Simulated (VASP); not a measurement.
```yaml
crystal:
  lattice:
    - [0.00000, 2.23318, 2.23318]
    - [2.23318, 0.00000, 2.23318]
    - [2.23318, 2.23318, 0.00000]
  atoms:
    - { symbol: Ta, position: [0.00000, 0.00000, 0.00000] }
    - { symbol: C, position: [0.50000, 0.50000, 0.50000] }
```

The numbers are results of optB86b-vdW, VASP's PBE PAW potentials (set 64) (plane waves; VASP 6.6.1), not measurements. Numerical set-up: 520 eV cut-off, Gaussian smearing of 0.050 eV, potentials Ta_pv C.

Task: Give the energies of bands 5 to 10 at the high-symmetry points, in eV from the Fermi level.

Result: 
```tsv
band	Γ	X	U	L	W
5	-1.35	-4.60	-5.87	-8.68	-5.28
6	-1.35	-4.51	-4.88	-5.46	-4.97
7	-1.35	-1.77	-3.83	-5.46	-4.97
8	-0.49	-1.77	-0.63	2.63	1.57
9	-0.49	2.55	3.06	2.63	1.57
10	-0.49	3.98	3.89	3.61	3.99
```

It has no gap at this level: it comes out as a metal or semimetal.

The compound is TaC in the rock salt structure. It was relaxed first. The electron count is odd and the run is not spin-polarised, which forces a metal.
